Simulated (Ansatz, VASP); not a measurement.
# TiC in two plane-wave programs, part 2 of 2

One calculation is typed for both programs; each brings its own data sets. How far apart do they land? The cell is taken from a series of runs on this material, whose earlier steps may have relaxed, scaled, displaced or heated it; both programs get it as it stands.

VASP 6.6.1 and Ansatz 0.2.0.

So far: The structure; Ansatz: zone-centre phonons, LDA.

### Step 3. VASP: zone-centre phonons, LDA

Level of this step: LDA; plane waves and PAW (C, Ti_sv) (VASP).

The same cell, functional (in two slightly different forms), mesh and smearing now go to VASP, with its own data sets.

Lines of VASP's logs that name or quote its potential files are left out, and so is its time.

File INCAR:

```
SYSTEM = TiC
PREC = Accurate
ENCUT = 600
EDIFF = 1E-08
NELM = 120
ISMEAR = 1
SIGMA = 0.2
LREAL = .FALSE.
ALGO = Normal
GGA = CA
NBANDS = 14
LASPH = .TRUE.
LORBIT = 11
LWAVE = .FALSE.
LCHARG = .FALSE.
ISIF = 2
IBRION = 8
GGA_COMPAT = .FALSE.
KPAR = 2
```

File POSCAR:

```
TiC
1.0
    0.0000000000      2.2156299148      2.0963689987
    2.2156299148      0.0000000000      2.0963689987
    2.2156299148      2.2156299148      0.0000000000
C Ti
1 1
Direct
    0.5000000000      0.5000000000      0.5000000000
    0.0000000000      0.0000000000      0.0000000000
```

File KPOINTS:

```
Automatic mesh
0
Gamma
16 16 16
0 0 0
```

Potentials, in the order of the species: C and Ti_sv (LDA family, release 64).

Command:

```sh
$ mpirun -np 2 vasp_std
```

Numbers of over 12 decimals in the logs are rounded to 6 here.

Log:

```text
[banner, memory and clock lines left out]
running    2 mpi-ranks, on    1 nodes
 distrk:  each k-point on    1 cores,    2 groups
 distr:  one band on    1 cores,    1 groups

 POSCAR found type information on POSCAR C Ti
 POSCAR found :  2 types and       2 ions
 LDA part: xc-table for (Slater(with rela. corr.)+CA(PZ))
 , standard interpolation
 POSCAR, INCAR and KPOINTS ok, starting setup
 FFT: planning ... GRIDC
 FFT: planning ... GRID_SOFT
 FFT: planning ... GRID
 WAVECAR not read
 entering main loop
       N       E                     dE             d eps       ncg     rms          rms(c)
DAV:   1     0.126585635787E+03    0.12659E+03   -0.89551E+03  9784   0.150E+03
DAV:   2    -0.169828522067E+02   -0.14357E+03   -0.13494E+03 10318   0.369E+02
DAV:   3    -0.256490363696E+02   -0.86662E+01   -0.84528E+01 13056   0.874E+01
DAV:   4    -0.260170723349E+02   -0.36804E+00   -0.36777E+00 12240   0.163E+01
DAV:   5    -0.260255860098E+02   -0.85137E-02   -0.85129E-02 13450   0.219E+00    0.179E+01
DAV:   6    -0.212432417271E+02    0.47823E+01   -0.13969E+01 14024   0.602E+01    0.735E+00
DAV:   7    -0.205005687572E+02    0.74267E+00   -0.25938E+00 11918   0.242E+01    0.491E+00
DAV:   8    -0.204681980957E+02    0.32371E-01   -0.12915E-01 10774   0.379E+00    0.357E+00
DAV:   9    -0.204360815922E+02    0.32117E-01   -0.13344E-01 11986   0.485E+00    0.665E-01
DAV:  10    -0.204358711079E+02    0.21048E-03   -0.12951E-02 12764   0.133E+00    0.610E-01
DAV:  11    -0.204334872901E+02    0.23838E-02   -0.47523E-03 10782   0.104E+00    0.228E-01
DAV:  12    -0.204332786109E+02    0.20868E-03   -0.43036E-04 12352   0.290E-01    0.417E-02
DAV:  13    -0.204332691324E+02    0.94785E-05   -0.62122E-05 11430   0.859E-02    0.154E-02
DAV:  14    -0.204332673869E+02    0.17455E-05   -0.44304E-06 14266   0.324E-02    0.458E-03
DAV:  15    -0.204332673618E+02    0.25068E-07   -0.17485E-07 10564   0.487E-03    0.210E-03
DAV:  16    -0.204332673397E+02    0.22181E-07   -0.67995E-08 13520   0.437E-03    0.593E-04
DAV:  17    -0.204332673349E+02    0.48044E-08   -0.12125E-08  8566   0.195E-03
   1 F= -.20433267E+02 E0= -.20433384E+02  d E =0.350000E-03
 Linear response reoptimize wavefunctions to high precision
DAV:   1    -0.204332673350E+02   -0.13688E-09   -0.21697E-09  9040   0.471E-04
DAV:   2    -0.204332673350E+02    0.63665E-11   -0.70769E-11  5576   0.857E-05
 Linear response DOF=           4
 Linear response progress:
  Degree of freedom:   1/  4
       N       E                     dE             d eps       ncg     rms          rms(c)
RMM:   1    -0.122729165498E+00   -0.12273E+00   -0.43859E-02 38344   0.202E+00
RMM:   2    -0.114472729678E+00    0.82564E-02   -0.47773E-03 33239   0.501E-01    0.133E-01
RMM:   3    -0.115090722564E+00   -0.61799E-03   -0.17160E-03 34627   0.215E-01    0.618E-02
RMM:   4    -0.116000279035E+00   -0.90956E-03   -0.57423E-04 35194   0.128E-01    0.141E-02
RMM:   5    -0.116090893616E+00   -0.90615E-04   -0.12167E-04 40194   0.492E-02    0.234E-03
RMM:   6    -0.116081914294E+00    0.89793E-05   -0.16109E-05 39894   0.194E-02    0.129E-03
RMM:   7    -0.116074612615E+00    0.73017E-05   -0.32373E-06 40439   0.906E-03    0.609E-04
RMM:   8    -0.116078074852E+00   -0.34622E-05   -0.63624E-07 40690   0.425E-03    0.264E-04
RMM:   9    -0.116076156537E+00    0.19183E-05    0.22126E-07 41108   0.221E-03    0.973E-05
RMM:  10    -0.116076321085E+00   -0.16455E-06   -0.69793E-08 41132   0.115E-03    0.326E-05
RMM:  11    -0.116076280095E+00    0.40990E-07    0.11002E-07 42461   0.609E-04    0.125E-05
RMM:  12    -0.116076300857E+00   -0.20762E-07   -0.44947E-08 42508   0.326E-04    0.598E-06
RMM:  13    -0.116076319412E+00   -0.18555E-07   -0.50727E-08 41551   0.183E-04    0.104E-05
RMM:  14    -0.116076313743E+00    0.56694E-08   -0.17758E-08 40563   0.110E-04    0.894E-06
 first order change of Fermi-energy  -0.22968E-03
 force on displaced ion       1 direction 1 :  -7.149   0.000   0.000
 Linear response progress:
  Degree of freedom:   2/  4
       N       E                     dE             d eps       ncg     rms          rms(c)
RMM:   1    -0.127572449936E+00   -0.12757E+00   -0.53082E-02 20110   0.256E+00
RMM:   2    -0.117165776039E+00    0.10407E-01   -0.67087E-03 18911   0.616E-01    0.149E-01
RMM:   3    -0.117846999584E+00   -0.68122E-03   -0.24378E-03 19585   0.263E-01    0.681E-02
RMM:   4    -0.118884008910E+00   -0.10370E-02   -0.70955E-04 19630   0.155E-01    0.159E-02
RMM:   6    -0.119010753096E+00   -0.10737E-04   -0.23929E-05 22374   0.275E-02    0.205E-03
RMM:   7    -0.119008188478E+00    0.25646E-05   -0.57519E-06 22845   0.133E-02    0.115E-03
RMM:   8    -0.119009006367E+00   -0.81789E-06   -0.13016E-06 21868   0.669E-03    0.398E-04
RMM:   9    -0.119006280519E+00    0.27258E-05   -0.71530E-07 23102   0.342E-03    0.183E-04
RMM:  10    -0.119006435359E+00   -0.15484E-06   -0.88848E-07 22161   0.185E-03    0.853E-05
RMM:  11    -0.119006353814E+00    0.81545E-07   -0.16034E-08 22867   0.964E-04    0.480E-05
RMM:  12    -0.119006347636E+00    0.61781E-08   -0.12040E-07 23514   0.502E-04    0.333E-05
RMM:  13    -0.119006289720E+00    0.57917E-07   -0.29049E-07 22571   0.278E-04    0.167E-05
RMM:  14    -0.119006367971E+00   -0.78252E-07   -0.91740E-08 22699   0.165E-04    0.237E-05
RMM:  15    -0.119006372410E+00   -0.44389E-08   -0.14668E-08 22757   0.879E-05    0.126E-05
 first order change of Fermi-energy   0.23971E-03
 force on displaced ion       1 direction 3 :   0.000   0.000 -12.134
 Linear response progress:
  Degree of freedom:   3/  4
       N       E                     dE             d eps       ncg     rms          rms(c)
RMM:   1    -0.711487468748E+00   -0.71149E+00    0.56350E+00 17547   0.130E+02
RMM:   2    -0.688912022899E+00    0.22575E-01   -0.23287E-01 29185   0.492E+00    0.214E-01
RMM:   3    -0.687830073261E+00    0.10819E-02   -0.17974E-02 34629   0.115E+00    0.105E-01
RMM:   4    -0.687106872701E+00    0.72320E-03   -0.75499E-03 38250   0.505E-01    0.212E-02
RMM:   5    -0.687702258233E+00   -0.59539E-03   -0.11531E-03 40583   0.200E-01    0.100E-02
RMM:   6    -0.688025036427E+00   -0.32278E-03   -0.30391E-04 40940   0.864E-02    0.719E-03
RMM:   7    -0.688281939131E+00   -0.25690E-03   -0.69243E-05 37877   0.428E-02    0.248E-03
RMM:   8    -0.688458045292E+00   -0.17611E-03   -0.30046E-05 38906   0.244E-02    0.264E-03
RMM:   9    -0.688354301423E+00    0.10374E-03   -0.20271E-05 37718   0.146E-02    0.833E-04
RMM:  10    -0.688381539407E+00   -0.27238E-04   -0.12861E-05 40832   0.841E-03    0.213E-04
RMM:  11    -0.688393400604E+00   -0.11861E-04   -0.10129E-05 41515   0.544E-03    0.639E-05
RMM:  12    -0.688391713078E+00    0.16875E-05   -0.71589E-06 42439   0.374E-03    0.656E-05
RMM:  13    -0.688392681428E+00   -0.96835E-06   -0.57852E-06 42253   0.275E-03    0.725E-05
RMM:  14    -0.688388238379E+00    0.44430E-05   -0.43385E-06 37788   0.226E-03    0.213E-04
[...]
RMM:  24    -0.688397568698E+00   -0.52565E-09   -0.43968E-07 36360   0.428E-04    0.123E-05
RMM:  25    -0.688397578610E+00   -0.99125E-08   -0.42403E-07 30439   0.375E-04    0.145E-05
RMM:  26    -0.688397615215E+00   -0.36605E-07   -0.35341E-07 30347   0.330E-04    0.161E-05
RMM:  27    -0.688397649526E+00   -0.34310E-07   -0.31838E-07 30490   0.291E-04    0.178E-05
RMM:  28    -0.688397686365E+00   -0.36839E-07   -0.22179E-07 30988   0.256E-04    0.194E-05
RMM:  29    -0.688397704296E+00   -0.17932E-07   -0.18839E-07 22931   0.226E-04    0.207E-05
RMM:  30    -0.688397701571E+00    0.27254E-08   -0.16420E-07 16454   0.199E-04    0.218E-05
RMM:  31    -0.688397707939E+00   -0.63683E-08   -0.15306E-07 21104   0.177E-04    0.226E-05
 first order change of Fermi-energy   0.27883E-03
 force on displaced ion       2 direction 1 :  -7.153   0.000   0.000
 Linear response progress:
  Degree of freedom:   4/  4
       N       E                     dE             d eps       ncg     rms          rms(c)
RMM:   1    -0.636214672198E+00   -0.63621E+00    0.12927E+01  9904   0.135E+02
RMM:   2    -0.613794287622E+00    0.22420E-01   -0.24495E-01 16382   0.495E+00    0.227E-01
RMM:   3    -0.612302196003E+00    0.14921E-02   -0.18662E-02 19381   0.116E+00    0.110E-01
RMM:   4    -0.611272782667E+00    0.10294E-02   -0.80354E-03 21033   0.513E-01    0.226E-02
RMM:   5    -0.611687528635E+00   -0.41475E-03   -0.13177E-03 22376   0.206E-01    0.116E-02
RMM:   6    -0.611952971500E+00   -0.26544E-03   -0.27882E-04 22436   0.844E-02    0.922E-03
RMM:   7    -0.612233631596E+00   -0.28066E-03   -0.63268E-05 20738   0.415E-02    0.350E-03
RMM:   8    -0.612399475544E+00   -0.16584E-03   -0.27535E-05 21349   0.228E-02    0.251E-03
RMM:   9    -0.612319916091E+00    0.79559E-04   -0.20443E-05 21526   0.124E-02    0.350E-04
RMM:  10    -0.612326566258E+00   -0.66502E-05   -0.13150E-05 23278   0.705E-03    0.230E-04
RMM:  11    -0.612335930068E+00   -0.93638E-05   -0.97968E-06 22565   0.440E-03    0.395E-05
RMM:  12    -0.612335010444E+00    0.91962E-06   -0.66484E-06 23717   0.304E-03    0.809E-05
RMM:  13    -0.612334778793E+00    0.23165E-06   -0.56199E-06 23596   0.224E-03    0.117E-04
RMM:  14    -0.612335610613E+00   -0.83182E-06   -0.43827E-06 22520   0.178E-03    0.111E-04
RMM:  15    -0.612335534606E+00    0.76006E-07   -0.36519E-06 23726   0.146E-03    0.125E-04
RMM:  16    -0.612336326210E+00   -0.79160E-06   -0.30195E-06 20877   0.124E-03    0.110E-04
 first order change of Fermi-energy   0.36359E-04
 force on displaced ion       2 direction 3 :   0.000   0.000 -12.161
 Linear response finished
```

OUTCAR, selected parts (step 3):

```text
ion  position               nearest neighbor table
   1  0.500  0.500  0.500-   2 2.10   2 2.10   2 2.22   2 2.22   2 2.22   2 2.22
   2  0.000  0.000  0.000-   1 2.10   1 2.10   1 2.22   1 2.22   1 2.22   1 2.22

  LATTYP: Found a body centered tetragonal cell.
 ALAT       =     3.1333738747
 C/A-ratio  =     1.3380905583

 Subroutine GETGRP returns: Found 16 space group operations
 (whereof 16 operations were pure point group operations)

The static configuration has the point symmetry D_4h.

 Found    349 irreducible k-points:

   k-points           NKPTS =    349   k-points in BZ     NKDIM =    349   number of bands    NBANDS=     14

   dimension x,y,z NGX =    24 NGY =   24 NGZ =   28
   dimension x,y,z NGXF=    48 NGYF=   48 NGZF=   56

   ENCUT  =  600.0 eV  44.10 Ry    6.64 a.u.   6.09  6.09  6.26*2*pi/ulx,y,z

   NELECT =      16.0000    total number of electrons

 k-points in reciprocal lattice and weights: Automatic mesh
   0.00000000  0.00000000  0.00000000       0.000
   0.06250000  0.00000000  0.00000000       0.002
   0.12500000  0.00000000  0.00000000       0.002
   0.18750000  0.00000000  0.00000000       0.002
   0.25000000  0.00000000  0.00000000       0.002
   0.31250000  0.00000000  0.00000000       0.002
   0.37500000  0.00000000  0.00000000       0.002
   0.43750000  0.00000000  0.00000000       0.002
   0.50000000  0.00000000  0.00000000       0.001
[...]
-0.31250000  0.18750000  0.50000000       0.001
  -0.25000000  0.25000000  0.50000000       0.000

 average (electrostatic) potential at core
       1 -48.9525       2 -71.4160

  Total       -2.6567565     -2.6567565      0.0890577      0.0000000     -0.0000000      0.0000000
  in kB     -206.8093505   -206.8093505      6.9324970      0.0000000     -0.0000000      0.0000000
  external PRESSURE =    -135.5620680 kB  Pullay stress =       0.0000000 kB

  energy-cutoff  :      600.00
  volume of cell :       20.58
      direct lattice vectors                 reciprocal lattice vectors
     0.000000000  2.215629915  2.096368999    -0.225669457  0.225669457  0.238507629
     2.215629915  0.000000000  2.096368999     0.225669457 -0.225669457  0.238507629
     2.215629915  2.215629915  0.000000000     0.225669457  0.225669457 -0.238507629

 POSITION                                       TOTAL-FORCE (eV/Angst)
 -----------------------------------------------------------------------------------
      2.21563      2.21563      2.09637         0.000000     -0.000000      0.000000
      0.00000      0.00000      0.00000        -0.000000      0.000000      0.000000
 -----------------------------------------------------------------------------------
    total drift:                                0.000000     -0.000000     -0.000000

 Eigenvectors and eigenvalues of the dynamical matrix
 ----------------------------------------------------

   1 f  =   17.577863 THz   110.444971 2PiTHz  586.334398 cm-1    72.696168 meV
             X         Y         Z           dx          dy          dz
      2.215630  2.215630  2.096369    -0.000000    0.000000   -0.893919
      0.000000  0.000000  0.000000    -0.000000   -0.000000    0.448228

   2 f  =   13.489805 THz    84.758944 2PiTHz  449.971456 cm-1    55.789325 meV
             X         Y         Z           dx          dy          dz
      2.215630  2.215630  2.096369     0.000000   -0.894065   -0.000000
      0.000000  0.000000  0.000000    -0.000000    0.447937    0.000000

   3 f  =   13.489805 THz    84.758944 2PiTHz  449.971456 cm-1    55.789325 meV
             X         Y         Z           dx          dy          dz
      2.215630  2.215630  2.096369     0.894065    0.000000    0.000000
      0.000000  0.000000  0.000000    -0.447937    0.000000    0.000000

   4 f/i=    0.001682 THz     0.010567 2PiTHz    0.056097 cm-1     0.006955 meV
             X         Y         Z           dx          dy          dz
      2.215630  2.215630  2.096369    -0.259968    0.364780    0.000000
      0.000000  0.000000  0.000000    -0.518886    0.728087    0.000000

   5 f/i=    0.001682 THz     0.010567 2PiTHz    0.056097 cm-1     0.006955 meV
             X         Y         Z           dx          dy          dz
      2.215630  2.215630  2.096369     0.364780    0.259968    0.000000
      0.000000  0.000000  0.000000     0.728087    0.518886    0.000000

   6 f/i=    0.007914 THz     0.049722 2PiTHz    0.263967 cm-1     0.032728 meV
             X         Y         Z           dx          dy          dz
      2.215630  2.215630  2.096369    -0.000000   -0.000000    0.448228
      0.000000  0.000000  0.000000    -0.000000   -0.000000    0.893919

 ELASTIC MODULI CONTR FROM IONIC RELAXATION (kBar)
 Direction    XX          YY          ZZ          XY          YZ          ZX
 --------------------------------------------------------------------------------
 XX           0.0000      0.0000      0.0000      0.0000      0.0000      0.0000
 YY           0.0000      0.0000      0.0000      0.0000      0.0000      0.0000
 ZZ           0.0000      0.0000      0.0000      0.0000      0.0000      0.0000
 XY           0.0000      0.0000      0.0000      0.0000      0.0000      0.0000
 YZ           0.0000      0.0000      0.0000      0.0000      0.0000      0.0000
 ZX           0.0000      0.0000      0.0000      0.0000      0.0000      0.0000
 --------------------------------------------------------------------------------
```

### Step 4. Differences

Known differences besides the potentials themselves: the two LDA forms differ slightly; the cutoff is 420 eV in Ansatz and 600 eV in VASP; VASP's log shows a relativistic correction to its local exchange, Ansatz's none. Total energies have different zeros and are not compared.

The two programs side by side:

```
                  quantity  Ansatz   VASP  difference
optical mode 1 to 2 (cm⁻¹)   447.2  450.0     -0.61 %
     optical mode 3 (cm⁻¹)   582.1  586.3     -0.71 %
```

Modes are paired by rising frequency, not by their patterns, so a pair may set unlike modes beside each other; they are those without the splitting of longitudinal modes.

### Step 5. Results

```yaml
r_m_s_difference_of_the_optical_zone_centre_modes_each_program_s_sorted_by_frequency_zone_centre_phonons_lda: 3.3 cm⁻¹
difference_in_optical_mode_3_zone_centre_phonons_lda: -0.7 %
```

In words: The r.m.s. difference of the optical zone-centre modes, each program's sorted by frequency is 3.3 cm⁻¹ (zone-centre phonons, LDA). Among the rows given in per cent, the largest difference of the zone-centre phonons, LDA pair is in optical mode 3, -0.7 %. Such differences can come from data sets, numerical settings and the points named under the comparisons, not from the functional's error against experiment.

[Lines on the potential files, build, host, timing and source positions are cut from VASP's logs without a mark.]

[Logs are printed without paths, hosts, clocks, repeated set-up lines and the standing remarks that a program may print on its own settings, such as how far it seeks lower states.]

[Hosts, paths, dates, database ids (printed as entryN), source tags and the programs' standing remarks are cut or masked in the printed files.]
